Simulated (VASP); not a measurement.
PmS:

```
Pm S
1.0
     3.75513    0.00000    0.00000
    -1.87757    3.25204    0.00000
     0.00000    0.00000    3.66483
Pm S
1 1
Direct
  0.00000 0.00000 0.00000
  0.66667 0.33333 0.50000
```

The cell comes from a database or a generator and needn't be the stable form of this composition.

Base run:

```yaml
Program: VASP 6.6.1
Functional: PBEsol
Potentials_or_basis: VASP PAW PBE potentials, release 64 (Pm, S)
Cutoff: 520 eV
k_mesh: 6 × 6 × 5
Occupations: gaussian, width 0.05 eV
Spin: collinear spin, ferromagnetic start
Starting_moments: "[4.0, 0.0] μB"
Hubbard_terms: Pm f U = 7 eV
```

Its results: band gap on the k mesh none (metal or under the smearing width); pressure 2.9 GPa; net moment 4.82 μB per cell; site moments Pm +4.27; S -0.05 μB.

The run is repeated on the same cell with these changes: hubbard terms from Pm f U = 7 eV to Pm f U = 2 eV; further incar settings from ALGO = Normal; EDIFF = 1e-06; NBANDS = 22 to ALGO = Normal; EDIFF = 1e-07; NBANDS = 22. What comes out?

Band gap on the k mesh none (metal or under the smearing width); pressure 3.9 GPa; net moment 4.89 μB per cell; site moments Pm +4.42; S -0.06 μB.

Caveats: the magnetic or orbital state may not be the lowest; the PAW data sets were made with another functional, which shifts forces and pressure a little; spin-orbit coupling is left out, which moves the levels of the heavy elements.
